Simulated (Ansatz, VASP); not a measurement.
**CaHf2 in two plane-wave programs**

Aim: how closely do two programs agree when they are given the same cell, functional and k mesh? The cell is invented: As first built, before any earlier steps moved the atoms (in the runner's words): it takes the CaSi2 structure with some of its atoms replaced by other elements, volume scaled by an estimate. It may not be a known or stable phase. The cell is taken from a series of VASP runs on this material, whose earlier steps may have relaxed, scaled or displaced it; both programs get it as it stands.

Main program and level: Ansatz 0.2.0; plane waves, with VASP 6.6.1 beside it; relaxation of cell and atoms at PBE.

## 1. Set-up

It takes space group P6/mmm (No. 191, hexagonal). The conventional cell has a = 5.200 Å, b = 5.200 Å, c = 3.271 Å, α = 90.00°, β = 90.00°, γ = 120.00°. Nearest to Hf lie 5 Hf at 3.00 to 3.27 Å and 6 Ca at 3.42 Å. Nearest to Ca lie 2 Ca at 3.27 Å and 12 Hf at 3.42 Å. As first built, before any earlier steps moved the atoms (in the runner's words): sites of the CaSi2 structure (space group 191) filled with other elements, volume scaled by an estimate. Farther neighbours are not listed.

## 2. VASP: relaxation of cell and atoms, PBE

The relaxed volume is the usual yardstick between codes: its relative difference is about their pressure difference at one cell divided by the bulk modulus.

Lines of VASP's logs that name or quote its potential files are left out, and so is its time.

INCAR reads:

```
SYSTEM = CaHf2
PREC = Accurate
ENCUT = 400
EDIFF = 1E-06
NELM = 100
ISMEAR = 1
SIGMA = 0.2
LREAL = .FALSE.
ALGO = Normal
GGA = PE
NBANDS = 21
LORBIT = 11
LWAVE = .FALSE.
LCHARG = .FALSE.
IBRION = 2
NSW = 60
ISIF = 3
EDIFFG = -0.01
```

POSCAR reads:

```
CaHf2
1.0
    5.1995326665     -0.0000002069      0.0000000000
   -2.5997671807      4.5029269183      0.0000000000
    0.0000000000      0.0000000000      3.2707768188
Hf Ca
2 1
Direct
    0.3333333300      0.6666666700      0.5000000000
    0.6666666700      0.3333333300      0.5000000000
    0.0000000000      0.0000000000      0.0000000000
```

KPOINTS reads:

```
Automatic mesh
0
Gamma
6 6 8
0 0 0
```

PAW data sets: Hf_pv and Ca_sv (PBE family, release 64).

The run is started by

```console
$ mpirun -np 1 vasp_std
```

Numbers of over 12 decimals in the logs are rounded to 6 here.

The program printed:

```text
[banner, memory and clock lines left out]
running    1 mpi-ranks, on    1 nodes
 distrk:  each k-point on    1 cores,    1 groups
 distr:  one band on    1 cores,    1 groups

 POSCAR found type information on POSCAR HfCa
 POSCAR found :  2 types and       3 ions
 LDA part: xc-table for (Slater+PW92), standard interpolation
 POSCAR, INCAR and KPOINTS ok, starting setup
 FFT: planning ... GRIDC
 FFT: planning ... GRID_SOFT
 FFT: planning ... GRID
 WAVECAR not read
 entering main loop
       N       E                     dE             d eps       ncg     rms          rms(c)
DAV:   1     0.145019875711E+03    0.14502E+03   -0.14112E+04  1478   0.113E+03
DAV:   2    -0.135347598378E+02   -0.15855E+03   -0.15382E+03  1625   0.310E+02
DAV:   3    -0.214669606770E+02   -0.79322E+01   -0.73347E+01  2642   0.483E+01
DAV:   4    -0.216986673136E+02   -0.23171E+00   -0.22968E+00  1950   0.630E+00
DAV:   5    -0.217070187203E+02   -0.83514E-02   -0.83462E-02  2190   0.114E+00    0.457E+01
DAV:   6    -0.202524603295E+02    0.14546E+01   -0.61945E+00  1656   0.105E+01    0.273E+01
DAV:   7    -0.201599528051E+02    0.92508E-01   -0.65651E-01  1767   0.501E+00    0.870E+00
DAV:   8    -0.201585995823E+02    0.13532E-02   -0.45621E-02  2178   0.131E+00    0.641E-01
DAV:   9    -0.201559582702E+02    0.26413E-02   -0.11979E-02  1852   0.728E-01    0.443E-01
DAV:  10    -0.201558703118E+02    0.87958E-04   -0.10503E-03  2124   0.185E-01    0.179E-01
DAV:  11    -0.201558463707E+02    0.23941E-04   -0.96548E-05  1915   0.598E-02    0.601E-02
DAV:  12    -0.201558497366E+02   -0.33659E-05   -0.98399E-06  2403   0.154E-02    0.155E-02
DAV:  13    -0.201558496839E+02    0.52658E-07   -0.10389E-06  1309   0.668E-03
   1 F= -.20155850E+02 E0= -.20150454E+02  d E =-.201558E+02
 curvature:   0.00 expect dE= 0.000E+00 dE for cont linesearch  0.000E+00
 trial: gam= 0.00000 g(F)=  0.112E-43 g(S)=  0.188E-02 ort = 0.000E+00 (trialstep = 0.100E+01)
 search vector abs. value=  0.188E-02
 bond charge predicted
       N       E                     dE             d eps       ncg     rms          rms(c)
DAV:   1    -0.201698563483E+02   -0.14007E-01   -0.37464E-01  1470   0.495E+00    0.108E+00
DAV:   2    -0.201600692993E+02    0.97870E-02   -0.33014E-02  1844   0.124E+00    0.427E-01
DAV:   3    -0.201566837688E+02    0.33855E-02   -0.61610E-03  1988   0.551E-01    0.156E-01
DAV:   4    -0.201564110888E+02    0.27268E-03   -0.32517E-03  2391   0.269E-01    0.872E-02
DAV:   5    -0.201564516047E+02   -0.40516E-04   -0.68238E-05  1773   0.550E-02    0.552E-02
DAV:   6    -0.201564965304E+02   -0.44926E-04   -0.11910E-04  2322   0.484E-02    0.144E-02
DAV:   7    -0.201564956351E+02    0.89530E-06   -0.55953E-06  2025   0.111E-02
   2 F= -.20156496E+02 E0= -.20151000E+02  d E =-.645951E-03
 trial-energy change:   -0.000646  1 .order   -0.000689   -0.001875    0.000496
 step:   0.7714(harm=  0.7908)  dis= 0.00000  next Energy=   -20.156553 (dE=-0.703E-03)
 bond charge predicted
       N       E                     dE             d eps       ncg     rms          rms(c)
DAV:   1    -0.201572768507E+02   -0.78032E-03   -0.19748E-02  1480   0.113E+00    0.245E-01
DAV:   2    -0.201567525582E+02    0.52429E-03   -0.17336E-03  1792   0.284E-01    0.979E-02
DAV:   3    -0.201565702248E+02    0.18233E-03   -0.32886E-04  1991   0.128E-01    0.354E-02
DAV:   4    -0.201565578895E+02    0.12335E-04   -0.16768E-04  2417   0.607E-02    0.194E-02
DAV:   5    -0.201565617445E+02   -0.38550E-05   -0.37791E-06  1645   0.127E-02    0.123E-02
DAV:   6    -0.201565677198E+02   -0.59753E-05   -0.60234E-06  2062   0.109E-02    0.305E-03
DAV:   7    -0.201565681919E+02   -0.47209E-06   -0.24857E-07   800   0.289E-03
   3 F= -.20156568E+02 E0= -.20151092E+02  d E =-.718508E-03
 curvature:  -0.39 expect dE=-0.374E-06 dE for cont linesearch -0.319E-06
 trial: gam= 0.00000 g(F)=  0.111E-42 g(S)=  0.953E-06 ort =-0.390E-04 (trialstep = 0.954E+00)
 search vector abs. value=  0.953E-06
 reached required accuracy - stopping structural energy minimisation
```

Parts of OUTCAR (step 2):

```text
ion  position               nearest neighbor table
   1  0.333  0.667  0.500-   2 3.00   2 3.00   2 3.00   3 3.42   3 3.42   3 3.42   3 3.42   3 3.42
                             3 3.42
   2  0.667  0.333  0.500-   1 3.00   1 3.00   1 3.00   3 3.42   3 3.42   3 3.42   3 3.42   3 3.42
                             3 3.42
   3  0.000  0.000  0.000-   2 3.42   2 3.42   1 3.42   1 3.42   2 3.42   2 3.42   1 3.42   1 3.42
                             1 3.42   2 3.42   1 3.42   2 3.42

  LATTYP: Found a hexagonal cell.
 ALAT       =     5.1995326665
 C/A-ratio  =     0.6290520761

 Subroutine GETGRP returns: Found 24 space group operations
 (whereof 24 operations were pure point group operations)

The static configuration has the point symmetry D_6h.

 Found     35 irreducible k-points:

   k-points           NKPTS =     35   k-points in BZ     NKDIM =     35   number of bands    NBANDS=     21

   dimension x,y,z NGX =    36 NGY =   36 NGZ =   24
   dimension x,y,z NGXF=    72 NGYF=   72 NGZF=   48

   ENCUT  =  400.0 eV  29.40 Ry    5.42 a.u.   8.48  8.48  5.33*2*pi/ulx,y,z

   NELECT =      30.0000    total number of electrons

 k-points in reciprocal lattice and weights: Automatic mesh
   0.00000000  0.00000000  0.00000000       0.003
   0.16666667  0.00000000  0.00000000       0.021
   0.33333333 -0.00000000  0.00000000       0.021
   0.50000000  0.00000000  0.00000000       0.010
   0.16666667  0.16666667  0.00000000       0.021
   0.33333333  0.16666667  0.00000000       0.042
   0.33333333  0.33333333  0.00000000       0.007
   0.00000000  0.00000000  0.12500000       0.007
   0.16666667  0.00000000  0.12500000       0.042
[...]
0.33333333  0.16666667  0.50000000       0.042
   0.33333333  0.33333333  0.50000000       0.007

 average (electrostatic) potential at core
       1 -38.6597       2 -38.6597       3 -45.1397

 E-fermi :   3.6495

 k-point     1 :       0.0000    0.0000    0.0000
  band No.  band energies     occupation
    ...
     11      -2.2122      2.00000
     12       2.4821      2.00000
     13       3.2370      2.01299
     14       3.5051      1.93461
     15       3.5051      1.93460
     16       3.7839      0.10053
     17       3.7839      0.10053
     18       6.2940     -0.00000
     19       6.2940     -0.00000
     20       6.4805     -0.00000
    ...

 k-point     2 :       0.1667    0.0000    0.0000
  band No.  band energies     occupation
    ...
     11      -1.9312      2.00000
     12       2.4129      2.00000
     13       2.5082      2.00000
     14       3.0975      2.00067
     15       3.4244      2.06748
     16       4.0729     -0.01076
     17       4.2129     -0.00050
     18       6.0827     -0.00000
     19       6.2017     -0.00000
     20       6.3955     -0.00000
    ...

 k-point     3 :       0.3333   -0.0000    0.0000
  band No.  band energies     occupation
    ...
     11      -1.1624      2.00000
     12       1.3295      2.00000
     13       1.9346      2.00000
     14       3.2062      2.00746
     15       3.4569      2.04169
     16       4.2063     -0.00059
     17       4.5373     -0.00000
     18       5.8041     -0.00000
     19       5.8204     -0.00000
     20       6.2481     -0.00000
    ...

  Total       -0.0054081     -0.0054081     -0.0008869      0.0000000      0.0000000      0.0000000
  in kB       -0.1123264     -0.1123263     -0.0184210      0.0000000      0.0000000      0.0000000
  external PRESSURE =      -0.0810246 kB  Pullay stress =       0.0000000 kB

  energy-cutoff  :      400.00
  volume of cell :       77.14
      direct lattice vectors                 reciprocal lattice vectors
     5.213128633 -0.000000211 -0.000000000     0.191823393  0.110749335 -0.000000000
    -2.606565169  4.514701368  0.000000000     0.000000009  0.221498598 -0.000000000
     0.000000000  0.000000000  3.277532016    -0.000000000 -0.000000000  0.305107622

 POSITION                                       TOTAL-FORCE (eV/Angst)
 -----------------------------------------------------------------------------------
     -0.00000      3.00980      1.63877        -0.000000     -0.000000      0.000000
      2.60656      1.50490      1.63877         0.000000      0.000000      0.000000
      0.00000      0.00000      3.27753        -0.000000     -0.000000      0.000000
 -----------------------------------------------------------------------------------
    total drift:                               -0.000000      0.000000      0.000000

  FREE ENERGIE OF THE ION-ELECTRON SYSTEM (eV)
  ---------------------------------------------------
  free  energy   TOTEN  =       -20.1565681919 eV

  energy  without entropy=      -20.1401395125  energy(sigma->0) =      -20.15109197

 reached required accuracy - stopping structural energy minimisation

 total charge
# of ion       s       p       d       tot
------------------------------------------
    1        0.402   6.244   1.542   8.189
    2        0.402   6.244   1.542   8.189
    3        2.084   5.854   0.288   8.226
--------------------------------------------------
tot          2.888  18.342   3.373  24.603

[... 3 further parts left out ...]
```

CONTCAR:

```
CaHf2
   1.00000000000000
     5.2131286328191981   -0.0000002105407800   -0.0000000000000000
    -2.6065651687600271    4.5147013679320418    0.0000000000000000
     0.0000000000000000    0.0000000000000000    3.2775320155346601
  Hf              Ca
     2     1
Direct
     0.3333333300000021    0.6666666699999979    0.5000000000000000
     0.6666666699999979    0.3333333300000021    0.5000000000000000
     0.0000000000000000    0.0000000000000000    1.0000000000000000
```

The k-mesh is coarse for a metal. Harder data sets than Hf_pv exist (the GW ones), and pressures, volumes and forces can shift noticeably with them. The run keeps the 24 symmetry operations of its start, so it cannot find a distortion of lower symmetry.

(Continued in part 2 of 2.)

[Lines on the potential files, build, host, timing and source positions are cut from VASP's logs without a mark.]

[Logs are printed without paths, hosts, clocks, repeated set-up lines and the standing remarks that a program may print on its own settings, such as how far it seeks lower states.]

[Hosts, paths, dates, database ids (printed as entryN), source tags and the programs' standing remarks are cut or masked in the printed files.]
